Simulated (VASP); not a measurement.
Energy against volume of MgSe (rock salt). Computed with vdW-DF-cx, VASP's PBE PAW potentials (set 64) (plane waves; VASP). Numerical set-up: 520 eV cut-off, 8×8×8 Γ-centred mesh, Gaussian smearing of 0.050 eV, potentials Mg Se.

```json
[
 {"V (Å³/atom)": "19.863", "E (eV/atom)": "-2.38800"},
 {"V (Å³/atom)": "20.477", "E (eV/atom)": "-2.39163"},
 {"V (Å³/atom)": "21.092", "E (eV/atom)": "-2.38791"},
 {"V (Å³/atom)": "21.706", "E (eV/atom)": "-2.37790"}
]
```

**Question.** Fit these four points and predict the energy of the run at 19.249 Å³/atom.

**Answer.** A cubic in V^(−2/3), the third-order Birch-Murnaghan form, passes through the four points with V0 = 20.46 Å³/atom and B0 = 64 GPa, and gives -2.3758 eV/atom there. The run gave -2.3758 eV/atom, -0.0 meV/atom from the fit; all five points give B0 = 64 GPa.

The compound is MgSe in the rock salt structure. It was relaxed first.
